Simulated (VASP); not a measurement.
VASP input:

**POSCAR**
```
GaAs
1
    0.0000000000     2.8321258993     2.8321258993
    2.8321258993     0.0000000000     2.8321258993
    2.8321258993     2.8321258993     0.0000000000
Ga As
1 1
Direct
  1.0000000000   1.0000000000   1.0000000000
  0.2500000000   0.2500000000   0.2500000000
```

### KPOINTS
```
Automatic mesh
0
Gamma
7 7 7
0 0 0
```

**INCAR**
```
ISMEAR=0   # Gaussian
SYSTEM=GaAs
EDIFFG=-0.001   # ionic stop
PREC=Accurate
LREAL=.FALSE.
NSW=30
METAGGA=R2SCAN
LWAVE=.FALSE.
IBRION=1
ALGO=Normal   # blocked Davidson
LMIXTAU=.TRUE.
SIGMA=0.05
LASPH=.TRUE.   # aspherical one-centre terms
LCHARG=.FALSE.
NELM=100   # most electronic steps
EDIFF=1E-8   # SCF stop (eV)
ISIF=2   # forces and stress, cell fixed
LMAXMIX=4   # l cut-off of mixed one-centre charges
ENCUT=400   # plane-wave cut-off (eV)
```

POTCAR, in this order: Ga_d As (PBE.64 set). Program: vasp_std.

Write an equivalent input for Ansatz.

One equivalent input (not run):
Ansatz 0.2 input:
```yaml
crystal:
  lattice:
    - [0.0000000, 2.8321259, 2.8321259]
    - [2.8321259, 0.0000000, 2.8321259]
    - [2.8321259, 2.8321259, 0.0000000]
  atoms:
    - { symbol: Ga, position: [1.0000000, 1.0000000, 1.0000000] }
    - { symbol: As, position: [0.2500000, 0.2500000, 0.2500000] }
kpoints:
  mp_grid: { grid: [7, 7, 7] }
hamiltonian:
  xc: r2scan
  pseudopotentials: { kind: paw }
scf:
  occupations: { method: gaussian, width: 0.05 }
  max_iter: 100
relax:
  max_steps: 30
  f_tol: 0.001
output: { forces: true, stress: true, eigenvalues: true }
```
What does not carry over: each code has its own PAW files, so the cut-off isn't converted (ENCUT is set for VASP's; basis.ecutwfc is left out, and Ansatz then takes the one that its files recommend); Ansatz stops its SCF on the density residual and VASP on the energy change (EDIFF).

The compound is GaAs in the zinc blende structure. It was relaxed first. The start is the result of an earlier pass.
